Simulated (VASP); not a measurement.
Here is the system:

```xyz
3
Lattice="0.0000 2.6716 2.6716 2.6716 0.0000 2.6716 2.6716 2.6716 0.0000" Properties=species:S:1:pos:R:3 pbc="T T T"
Li     1.3358     1.3358     1.3358
Li     4.0074     4.0074     4.0074
S      0.0000     0.0000     0.0000
```

These are PBEsol GGA, VASP's PBE PAW potentials (set 64) (plane waves; VASP) values and carry that method's errors. Settings: 620 eV cut-off, 7×7×7 Γ-centred mesh, Gaussian smearing of 0.050 eV, potentials Li_sv S.

Energy and stress use the plane-wave basis of the starting cell.

Question: The ions, cell shape and volume at an external pressure of 20.0 GPa are relaxed. Which structure does the run end with?

Answer: 
```xyz
3
Lattice="0.0000 2.5784 2.5784 2.5784 0.0000 2.5784 2.5784 2.5784 0.0000" Properties=species:S:1:pos:R:3 pbc="T T T"
Li     1.2892     1.2892     1.2892
Li     3.8675     3.8675     3.8675
S      0.0000     0.0000     0.0000
```
Space group Fm-3m (225), at a tolerance of 0.03 Å.

Question: How do energy and volume change from the first to the last step?

Answer: The energy (σ→0) changes by +117.4 meV/atom and the volume by -10.1 %, in 3 ionic steps.

The compound is Li2S in the antifluorite structure. This run relaxes it under an external pressure of 20 GPa. Symmetry was kept, so distortions that lower it aren't found.
